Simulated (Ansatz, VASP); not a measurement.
# SnSe2 (1T-SnSe2 bilayer, AB): VASP beside Ansatz

One calculation is typed for both programs; each brings its own data sets. How far apart do they land? The structure shown is the start of the Ansatz relaxation below; VASP solves that cell, so the two are compared at the walk's first step.

Method: plane waves, with VASP 6.6.1 beside it; single point at PBE with D3(BJ), in Ansatz 0.2.0.

**1. The structure**

The cell holds 6 atoms: 4 Se and 2 Sn. Cell: a = 3.870 Å, b = 3.870 Å, c = 45.621 Å, α = 90.0°, β = 90.0°, γ = 120.0°. Vacuum lies along c.

**2. Ansatz: relaxation, PBE with D3(BJ)**

Ansatz runs on its default PAW (the set named soft_2) files.

The two programs are compared at the cell with which this relaxation starts, whose forces are those of its first step.

File input.yaml:

```yaml
crystal:
  lattice:
    - [3.87, 0.0, 0.0]
    - [-1.935, 3.3515183126, 0.0]
    - [0.0, 0.0, 45.6209780866]
  atoms:
    - { symbol: Se, position: [0.6666666667, 0.3333333333, 0.4197630301] }
    - { symbol: Sn, position: [0.0, 0.0, 0.4428937162] }
    - { symbol: Se, position: [0.3333333333, 0.6666666667, 0.4660244022] }
    - { symbol: Se, position: [0.0, 0.0, 0.5339755978] }
    - { symbol: Sn, position: [0.3333333333, 0.6666666667, 0.5571062838] }
    - { symbol: Se, position: [0.6666666667, 0.3333333333, 0.5802369699] }
  periodic: [true, true, false]
kpoints:
  mp_grid: { grid: [12, 12, 1] }
hamiltonian:
  xc: pbe
  dispersion: d3bj
scf:
  occupations: { method: fermi_dirac, width: 0.05 }
  convergence: { dr2_threshold: 1.0e-09 }
relax:
  f_tol: 0.004
  max_steps: 90
  cell: {}
output:
  write_potential: true
  write_density: true
  volumetric_format: npy
```

Command:

```
> ansatz run input.yaml --threads 4 --pin off --max-ram 8192MiB --backend cpu --events-out ev --progress --plain --runs-dir out
```

Numbers of over 12 decimals in the logs are rounded to 6 here.

Output:

```text
Warning: relax.cell: scf.convergence.dr2_threshold = 1e-9 eV is looser than the 1.99989145901e-10 eV advised for a relaxation that steers and ends on the stress (1e-10 eV for each atom of the cell: 6, times the square of relax.cell.stress_2d_tol = 0.05 N/m over 17.3 Å (the atoms' height at the walk's start and 5 Å past either face), 2.887e-2 GPa, over a crystal's default 0.05). What an SCF threshold leaves in a stress goes as its square root, and in the free energy as the threshold itself, and one threshold admits the most on a small cell: [figures from the program's tests cut] Set scf.convergence.dr2_threshold to 1.99989145901e-10 eV or tighter. [rest of the remark cut]
Engine: ansatz 0.2.0, aarch64-unknown-linux-gnu
Pseudopotentials: kind: paw
Pseudopotential: Se, paw, valence charge 16, recommended cutoff 420 eV (normal), Se.paw.azcp
Pseudopotential: Sn, paw, valence charge 14, recommended cutoff 420 eV (normal), Sn.paw.azcp
Functional definition: PBE
  parameter kappa = 0.804
  parameter beta = 0.066725
  exchange = pbe_x(kappa = kappa, mu = beta*pi^2/3)
  correlation = pbe_c(beta = beta)
Crystal: 6 atoms, lattice volume = 591.721 Å³
Basis set: ecut = 420 eV, 11673 PW (Γ), exchange–correlation on 54×54×640 points (8 copies of the dense FFT grid, shifted against one another)
Bands: 56, of which v1, the nominal top of the filled ones, is band 46 counted from 1 (45 counted from 0)
Symmetry: 12 space group operations
Space group: P-3m1 (ITA 164), of the structure as read, at distance tolerance 8.4e-5 Å
k-points: 19 of 144
Non-local potential: Se, projectors of the file, l = 0: 2, l = 1: 2, l = 2: 3, l = 3: 1
Non-local potential: Sn, projectors of the file, l = 0: 2, l = 1: 2, l = 2: 2, l = 3: 2
PAW form: soft (Blöchl's): semilocal exchange-correlation on the pseudo side does not see the compensation charge
PAW one-centre angular grid: Se, 590 points (default); XC on 64 Gauss nodes
PAW one-centre angular grid: Sn, 590 points (default); XC on 64 Gauss nodes
Initial density: superposition of atomic densities (neutral atoms: chi_scale 0, normalization atom), corrected by the library's trained network
Initial wavefunctions: pseudopotential atomic-orbital guess
Functional: x = pbe(κ = 0.804, μ = 0.219515), c = pbe(β = 0.066725)
SCF iter   1: F=—  HF=-33923.037990 eV  |F-HF|=—  |Δ(HF+E_count)|=         —  Δρ=1.96e-3  dr2=6.29e-2  ethr=1.77e-3  ⟨swp⟩=14.9  Hψ=6632  notcnv=0  defer=24
preconditioner: auto → Resta (q_TF=auto, 2.001 Å⁻¹)  ε∞=1.4  [insulator: Δε(μ)=0.462 eV  Ē_g=17.066 eV  σ=0.050 eV  W_gap=0.95  n_scr=94 (ndim 8)  ℏωp=11.0 eV  f_vac=0.760  D(μ)=0.03/eV (n_scr^D=0)  ε∞_Penn≈1.4  vacuum switching on, ρ_ref=2.1e-2 e/Å³]
SCF iter   2: F=—  HF=-33923.033537 eV  |F-HF|=—  |Δ(HF+E_count)|=   4.45e-3  Δρ=1.17e-3  dr2=6.62e-2  ethr=6.84e-5  ⟨swp⟩=4.7  Hψ=2616  notcnv=0  defer=80
SCF iter   3: F=—  HF=-33923.025241 eV  |F-HF|=—  |Δ(HF+E_count)|=   8.30e-3  Δρ=5.24e-4  dr2=8.98e-3  ethr=6.84e-5  ⟨swp⟩=3.5  Hψ=1425  notcnv=0  defer=80
SCF iter   4: F=—  HF=-33923.024459 eV  |F-HF|=—  |Δ(HF+E_count)|=   7.82e-4  Δρ=2.21e-4  dr2=5.93e-4  ethr=9.76e-6  ⟨swp⟩=3.0  Hψ=1382  notcnv=0  defer=80
SCF iter   5: F=—  HF=-33923.024524 eV  |F-HF|=—  |Δ(HF+E_count)|=   6.47e-5  Δρ=6.43e-5  dr2=1.19e-5  ethr=6.44e-7  ⟨swp⟩=3.4  Hψ=1932  notcnv=0  defer=80
SCF iter   6: F=—  HF=-33923.024535 eV  |F-HF|=—  |Δ(HF+E_count)|=   1.12e-5  Δρ=1.69e-5  dr2=1.15e-6  ethr=1.29e-8  ⟨swp⟩=3.2  Hψ=2173  notcnv=0  defer=80
SCF iter   7: F=—  HF=-33923.024589 eV  |F-HF|=—  |Δ(HF+E_count)|=   5.44e-5  Δρ=4.40e-6  dr2=1.09e-7  ethr=1.25e-9  ⟨swp⟩=3.0  Hψ=2359  notcnv=0  defer=80
SCF iter   8: F=—  HF=-33923.024589 eV  |F-HF|=—  |Δ(HF+E_count)|=   1.75e-9  Δρ=1.01e-6  dr2=6.22e-9  ethr=1.19e-10  ⟨swp⟩=3.5  Hψ=2221  notcnv=0  defer=80
SCF iter   9: F=-33923.024589 eV  HF=-33923.024589 eV  |F-HF|=5.60e-9  |Δ(HF+E_count)|=   4.67e-9  Δρ=3.13e-7  dr2=4.81e-10  ethr=1.09e-12  ⟨swp⟩=13.1  Hψ=8122  notcnv=0
SCF 1 converged in 9 iterations: F = -33923.024589 eV  dr2 = 4.81e-10
  greatest PAW one-centre occupation: 1.000 electrons in one spin orbital (limit 2), on the Se atom at site 3 (counted from 0), in its partial waves of l = 2
relax step   1: F+E_penalty+E_count = -33923.02458918 eV  Δ(F+E_penalty+E_count) = +0.000e0 eV  max|allowed force component| = 5.183e0 eV/Å  Δτ_max = 0.0000 Å  P = +35.750 N/m  Ω = 591.721 Å³  fix = [c, alpha, beta]  reactions: c +0.000 N/m  (9 SCF iters, accepted)
[...]
relax step   8: F+E_penalty+E_count = -33928.50807219 eV  Δ(F+E_penalty+E_count) = -1.705e-3 eV  max|allowed force component| = 3.055e-3 eV/Å  Δτ_max = 0.0154 Å  P = +0.019 N/m  Ω = 578.922 Å³  energy of the carried Pulay correction = +1.348e-3 eV  fix = [c, alpha, beta]  reactions: c +0.000 N/m  (9 SCF iters, accepted)
[...]
relax step   9: F+E_penalty+E_count = -33928.50735907 eV  Δ(F+E_penalty+E_count) = +7.131e-4 eV  max|allowed force component| = 2.817e-3 eV/Å  Δτ_max = 0.0000 Å  P = -0.017 N/m  Ω = 578.922 Å³  fix = [c, alpha, beta]  reactions: c -0.000 N/m  stress off target by 1.75e-2 N/m on what of the cell is left free  SCF on the basis re-selected at this cell (its energy is not comparable with the rows above)  (6 SCF iters)
basis re-selected at this cell: Δ(F+E_penalty+E_count) = +7.131e-4 eV, ΔP = -0.037 N/m vs the last step (what re-selecting the basis moved, of the pressure what is left beyond the Pulay correction that the steps carried, after the strain that the cell walked since its last selection, with what the two solves' SCF thresholds leave and, on support functions, any second-order correction that the steps lacked; it is no m [...]
SCF converged after 6 iterations
Free energy (F): -33928.507359 eV
Harris-Foulkes:  -33928.507359 eV  (|F-HF|=2.11e-10)
Internal energy: -33928.506861 eV  (E = F + TS)
E sigma→0 (E₀):  -33928.507110 eV
Entropy (-TS):   -0.000498 eV (-0.083 meV/atom)
Fermi energy:    -5.665897 eV
--- Per-component energies (eV) ---
  E_band       = -2999.887594
  E_kinetic    = 848.267860
  E_local      = -462775.206112  (includes V_loc(G=0)·N_el)
  E_nonlocal   = -2444.808878
  E_hartree    = 230901.651154
  E_xc         = -1178.758039
  E_vxc        = -581.405790  (∫ρ·V_xc dr)
  E_paw        = -15927.617662  (= ΣΔE_a)
  E_vpaw       = 149.969242  (= ΣTr[D̂ρ^β])
  E_aug_tail   = -0.002442  (compensation charges beyond the density's cutoff)
  E_ewald      = 216649.768867
  E_disp       = -1.801608  (pairwise vdW)
  E_smearing   = -0.000498  (= −TS)
  E_closure    = -0.000000  (closes the sum)
  Σ components = -33928.507359   (vs F -33928.507359, Δ=0.00e0)
--- Forces (eV/Å), atoms counted from 1 ---
  atom   1  Se    -0.00000000    -0.00000000    -0.00088067
  atom   2  Sn    -0.00000000    -0.00000000     0.00167475
  atom   3  Se     0.00000000     0.00000000    -0.00281678
  atom   4  Se    -0.00000000    -0.00000000     0.00281678
  atom   5  Sn     0.00000000     0.00000000    -0.00167475
  atom   6  Se     0.00000000     0.00000000     0.00088067
  max |Σ_I F_I| component: 6.51e-19 eV/Å
--- 2D stress c σ (N/m, compression-positive) ---
       -0.017498      -0.000000      -0.000000
       -0.000000      -0.017498      -0.000000
       -0.000000      -0.000000      -0.000000
  P = ½ c Tr σ = -0.0175 N/m
--- Band table (eV; the first three rows and the last of 19) ---
  k-point 0: bands = [... 42 lower, -6.1097, -6.1097, -6.0303, -6.0303, -4.6432, -3.8311, -2.8567, -2.8287, ... 6 higher]
  k-point 1: bands = [... 42 lower, -6.4489, -6.3060, -6.0591, -5.9580, -4.1671, -3.6354, -2.4456, -2.3915, ... 6 higher]
  k-point 2: bands = [... 42 lower, -7.0733, -6.3762, -6.0808, -5.9437, -3.7733, -3.7031, -2.2287, -1.8561, ... 6 higher]
  k-point 18: bands = [... 42 lower, -7.0246, -6.9253, -6.9253, -6.7251, -4.1446, -4.1446, -1.2347, -0.7935, ... 6 higher]
  the weakly bound empty levels are not read free of the cell's end (no_gap_told)
--- Relaxed structure (8 steps of the walk, 8 accepted, 1 SCFs on fresh bases) ---
  F+E_penalty+E_count = -33928.50735907 eV   max|allowed force component| = 2.817e-3 eV/Å   (the final SCF, on the basis selected at the relaxed cell)
  cell:  # Å, volume = 578.9221 Å³
    - [3.827917, 0, 0]
    - [-1.913958, 3.315073, 0]
    - [0, 0, 45.6209780866]
  atoms:
    - { symbol: Se, position: [0.666667, 0.333333, 0.396748] }
    - { symbol: Sn, position: [-2.8028405601229123e-18, -5.605681120245859e-18, 0.431766] }
    - { symbol: Se, position: [0.333333, 0.666667, 0.466766] }
    - { symbol: Se, position: [-1.8683497884536114e-19, -3.7366995769074e-19, 0.533234] }
    - { symbol: Sn, position: [0.333333, 0.666667, 0.568234] }
    - { symbol: Se, position: [0.666667, 0.333333, 0.603252] }
```

In the SCF lines HF is the Harris–Foulkes energy and dr2 the Hartree energy of the density residual, in eV; the loop may stop once dr2 is under the threshold and the program's other checks hold. Hψ counts applications of the Hamiltonian.

**3. VASP: single point, PBE with D3(BJ), start cell**

The same cell, functional, mesh and smearing now go to VASP, with its own data sets.

Lines of VASP's logs that name or quote its potential files are left out, and so is its time.

File INCAR:

```
SYSTEM = SnSe2
PREC = Accurate
ENCUT = 400
EDIFF = 1E-06
NELM = 120
ISMEAR = -1
SIGMA = 0.05
LREAL = .FALSE.
ALGO = Normal
GGA = PE
IVDW = 12
NBANDS = 32
LORBIT = 11
LWAVE = .FALSE.
LCHARG = .FALSE.
ISIF = 2
LDIPOL = .TRUE.
IDIPOL = 3
DIPOL = 0.5 0.5 0.5
LVHAR = .TRUE.
LASPH = .TRUE.
GGA_COMPAT = .FALSE.
EFERMI = MIDGAP
NELMDL = -8
KPAR = 2
```

File POSCAR:

```
SnSe2
1.0
    3.8700000000      0.0000000000      0.0000000000
   -1.9350000000      3.3515180000      0.0000000000
    0.0000000000      0.0000000000     45.6209780000
Se Sn
4 2
Direct
    0.6666667164      0.3333334328      0.4197630309
    0.3333334328      0.6666668656      0.4660244022
    0.0000000000      0.0000000000      0.5339755978
    0.6666667164      0.3333334328      0.5802369691
    0.0000000000      0.0000000000      0.4428937275
    0.3333334328      0.6666668656      0.5571062944
```

File KPOINTS:

```
Automatic mesh
0
Gamma
12 12 1
0 0 0
```

Potentials, in the order of the species: Se and Sn_d (PBE family, release 64).

Command:

```
> mpirun -np 2 vasp_std
```

Output:

```text
[banner, memory and clock lines left out]
running    2 mpi-ranks, on    1 nodes
 distrk:  each k-point on    1 cores,    2 groups
 distr:  one band on    1 cores,    1 groups

 POSCAR found type information on POSCAR SeSn
 POSCAR found :  2 types and       6 ions
 LDA part: xc-table for (Slater+PW92), standard interpolation
 POSCAR, INCAR and KPOINTS ok, starting setup
 FFT: planning ... GRIDC
 FFT: planning ... GRID_SOFT
 FFT: planning ... GRID
 WAVECAR not read
 entering main loop
       N       E                     dE             d eps       ncg     rms          rms(c)
DAV:   1     0.403237580002E+03    0.40324E+03   -0.19513E+04  1528   0.106E+03
DAV:   2     0.325105008409E+02   -0.37073E+03   -0.36548E+03  1632   0.261E+02
DAV:   3    -0.168989043688E+02   -0.49409E+02   -0.49053E+02  1480   0.121E+02
DAV:   4    -0.188109972507E+02   -0.19121E+01   -0.19048E+01  1528   0.271E+01
DAV:   5    -0.188664289765E+02   -0.55432E-01   -0.55390E-01  1640   0.431E+00
DAV:   6    -0.188687665909E+02   -0.23376E-02   -0.23373E-02  1656   0.875E-01
DAV:   7    -0.188688598141E+02   -0.93223E-04   -0.93220E-04  1864   0.155E-01
DAV:   8    -0.188688614836E+02   -0.16695E-05   -0.16692E-05  1664   0.207E-02    0.106E+01
DAV:   9    -0.180660536400E+02    0.80281E+00   -0.12700E+00  1608   0.115E+01    0.659E+00
DAV:  10    -0.179566335951E+02    0.10942E+00   -0.10594E+00  1832   0.648E+00    0.108E+00
DAV:  11    -0.179313844120E+02    0.25249E-01   -0.20464E-01  1608   0.462E+00    0.363E-01
DAV:  12    -0.179319654215E+02   -0.58101E-03   -0.91257E-03  1736   0.764E-01    0.158E-01
DAV:  13    -0.179319063968E+02    0.59025E-04   -0.15096E-03  1752   0.460E-01    0.103E-01
DAV:  14    -0.179320227494E+02   -0.11635E-03   -0.32581E-04  1496   0.119E-01    0.415E-02
[...]
DAV:  18    -0.179321763258E+02   -0.31729E-04   -0.32621E-06  1176   0.993E-03    0.420E-03
DAV:  19    -0.179322193512E+02   -0.43025E-04   -0.35093E-06  1160   0.545E-03    0.658E-03
DAV:  20    -0.179322312233E+02   -0.11872E-04   -0.48208E-07  1048   0.292E-03    0.405E-03
DAV:  21    -0.179322422202E+02   -0.10997E-04   -0.66149E-07  1008   0.334E-03    0.608E-04
DAV:  22    -0.179322440414E+02   -0.18212E-05   -0.85841E-08  1056   0.215E-03    0.646E-04
DAV:  23    -0.179322482179E+02   -0.41765E-05   -0.58341E-08   984   0.182E-03    0.141E-04
DAV:  24    -0.179322499593E+02   -0.17414E-05   -0.36855E-08  1024   0.104E-03    0.478E-04
DAV:  25    -0.179322508518E+02   -0.89246E-06   -0.97879E-09   968   0.658E-04
   1 F= -.19945055E+02 E0= -.19944868E+02  d E =-.374161E-03
```

Parts of OUTCAR (step 3):

```text
ion  position               nearest neighbor table
   1  0.667  0.333  0.420-   5 2.47   5 2.47   5 2.47
   2  0.333  0.667  0.466-   5 2.47   5 2.47   5 2.47
   3  0.000  0.000  0.534-   6 2.47   6 2.47   6 2.47
   4  0.667  0.333  0.580-   6 2.47   6 2.47   6 2.47
   5  0.000  0.000  0.443-   2 2.47   2 2.47   1 2.47   2 2.47   1 2.47   1 2.47
   6  0.333  0.667  0.557-   4 2.47   3 2.47   3 2.47   4 2.47   4 2.47   3 2.47

  LATTYP: Found a hexagonal cell.
 ALAT       =     3.8700000000
 C/A-ratio  =    11.7883664083

 Subroutine GETGRP returns: Found 12 space group operations
 (whereof  6 operations were pure point group operations)

The static configuration has the point symmetry C_3v.
 The point group associated with its full space group is D_3d.

 Found     19 irreducible k-points:

   k-points           NKPTS =     19   k-points in BZ     NKDIM =     19   number of bands    NBANDS=     32

   dimension x,y,z NGX =    28 NGY =   28 NGZ =  300
   dimension x,y,z NGXF=    56 NGYF=   56 NGZF=  600

   ENCUT  =  400.0 eV  29.40 Ry    5.42 a.u.   6.31  6.31 74.40*2*pi/ulx,y,z

   NELECT =      52.0000    total number of electrons

 k-points in reciprocal lattice and weights: Automatic mesh
   0.00000000  0.00000000  0.00000000       0.007
   0.08333333 -0.00000000  0.00000000       0.042
   0.16666667 -0.00000000  0.00000000       0.042
   0.25000000  0.00000000  0.00000000       0.042
   0.33333333 -0.00000000  0.00000000       0.042
   0.41666667  0.00000000  0.00000000       0.042
   0.50000000  0.00000000  0.00000000       0.021
   0.08333333  0.08333333  0.00000000       0.042
   0.16666667  0.08333333  0.00000000       0.083
[...]
0.33333333  0.25000000  0.00000000       0.083
   0.33333333  0.33333333  0.00000000       0.014

 dipolmoment           0.000000      0.000000      0.000010 electrons x Angstroem

 average (electrostatic) potential at core
       1 -60.8565       2 -60.9085       3 -60.9085       4 -60.8564       5-110.2959
       6-110.2959

 E-fermi :  -2.6906

 k-point     1 :       0.0000    0.0000    0.0000
  band No.  band energies     occupation
    ...
     22      -5.0230      2.00000
     23      -4.9746      2.00000
     24      -4.9746      2.00000
     25      -4.4658      2.00000
     26      -3.6448      2.00000
     27      -2.5373      0.08905
     28      -2.1056      0.00002
     29      -0.5338      0.00000
     30      -0.3604      0.00000
     31       1.0115      0.00000
    ...

 k-point     2 :       0.0833   -0.0000    0.0000
  band No.  band energies     occupation
    ...
     22      -5.0124      2.00000
     23      -4.5747      2.00000
     24      -4.4952      2.00000
     25      -3.8956      2.00000
     26      -3.2508      1.99997
     27      -1.9243      0.00000
     28      -1.6803      0.00000
     29      -0.4310      0.00000
     30      -0.1674      0.00000
     31       0.8234      0.00000
    ...

 k-point     3 :       0.1667   -0.0000    0.0000
  band No.  band energies     occupation
    ...
     22      -5.1069      2.00000
     23      -4.1255      2.00000
     24      -4.0059      2.00000
     25      -3.5051      2.00000
     26      -3.0161      1.99703
     27      -1.1752      0.00000
     28      -1.0230      0.00000
     29      -0.2048      0.00000
     30       0.2226      0.00000
     31       1.2021      0.00000
    ...

 Edisp (eV)   -2.01280

  Total      29.13512    29.13511    21.54978    -0.00000     0.00000     0.00000
  in kB      78.88788    78.88786    58.34940    -0.00000     0.00000     0.00000
  external pressure =       72.04 kB  Pullay stress =        0.00 kB

  energy-cutoff  :      400.00
  volume of cell :      591.72
      direct lattice vectors                 reciprocal lattice vectors
     3.870000000  0.000000000  0.000000000     0.258397933  0.149186130  0.000000000
    -1.935000000  3.351518000  0.000000000     0.000000000  0.298372260  0.000000000
     0.000000000  0.000000000 45.620978000     0.000000000  0.000000000  0.021919741

 POSITION                                       TOTAL-FORCE (eV/Angst)
 -----------------------------------------------------------------------------------
      1.93500      1.11717     19.15000        -0.000000      0.000000     -5.169595
      0.00000      2.23435     21.26049         0.000000     -0.000000      5.202260
      0.00000      0.00000     24.36049        -0.000000     -0.000000     -5.202260
      1.93500      1.11717     26.47098         0.000000      0.000000      5.169595
      0.00000      0.00000     20.20524         0.000000     -0.000000      0.021896
      0.00000      2.23435     25.41573        -0.000000     -0.000000     -0.021896
 -----------------------------------------------------------------------------------
    total drift:                               -0.000000     -0.000631      0.001215

  FREE ENERGIE OF THE ION-ELECTRON SYSTEM (eV)
  ---------------------------------------------------
  free  energy   TOTEN  =       -19.9450549115 eV

  energy  without entropy=      -19.9446807505  energy(sigma->0) =      -19.94486783

 vacuum level on the upper side and lower side of the slab         2.631         2.631

 total charge
# of ion       s       p       d       tot
------------------------------------------
    1        1.479   2.504   0.054   4.037
    2        1.480   2.499   0.057   4.036
    3        1.480   2.499   0.057   4.036
    4        1.479   2.504   0.054   4.037
    5        1.056   1.320  10.268  12.644
    6        1.056   1.320  10.268  12.644
--------------------------------------------------
tot          8.029  12.648  20.758  41.435

[... 3 further parts left out ...]
```

**4. Differences**

Known differences besides the potentials themselves: Ansatz cuts the interaction across the vacuum, VASP repeats the sheet with a dipole correction; the data sets hold 92 valence electrons in Ansatz (on its default PAW (the set named soft_2) files) and 52 in VASP; the cutoff is 420 eV in Ansatz and 400 eV in VASP. Total energies have different zeros and are not compared.

Forces (eV/Å; atoms numbered as in POSCAR):

| atom | Ansatz x, y, z | VASP x, y, z |
| --- | --- | --- |
| Se1 | 0.000, 0.000, -5.150 | 0.000, 0.000, -5.170 |
| Se2 | 0.000, 0.000, 5.183 | 0.000, 0.000, 5.202 |
| Se3 | 0.000, 0.000, -5.183 | 0.000, 0.000, -5.202 |
| Se4 | 0.000, 0.000, 5.150 | 0.000, 0.000, 5.170 |
| Sn5 | 0.000, 0.000, 0.021 | 0.000, 0.000, 0.022 |
| Sn6 | 0.000, 0.000, -0.021 | 0.000, 0.000, -0.022 |

The forces differ by 9.1 meV/Å r.m.s., which is 0.4 % of the r.m.s. force of 2.445 eV/Å (both taken over all components). With vacuum in the cell, a pressure given here is an average over mostly empty space and none of the material.

**5. What came out**

* r.m.s. force difference (single point, PBE with D3(BJ), start cell): 0.37 % of the r.m.s. force

What this shows: The r.m.s. force difference is 0.37 % of the r.m.s. force (single point, PBE with D3(BJ), start cell), within the 3 % picked in this series as the mark of a large difference. The data sets hold unlike numbers of valence electrons (92 in Ansatz and 52 in VASP), so part of the differences comes from the potentials. 1 further run of this series is not shown here. How closely two codes agree says nothing of how well the functional describes the real material.

[Lines on the potential files, build, host, timing and source positions are cut from VASP's logs without a mark.]

[Logs are printed without paths, hosts, clocks, repeated set-up lines and the standing remarks that a program may print on its own settings, such as how far it seeks lower states.]

[Hosts, paths, dates, database ids (printed as entryN), source tags and the programs' standing remarks are cut or masked in the printed files.]
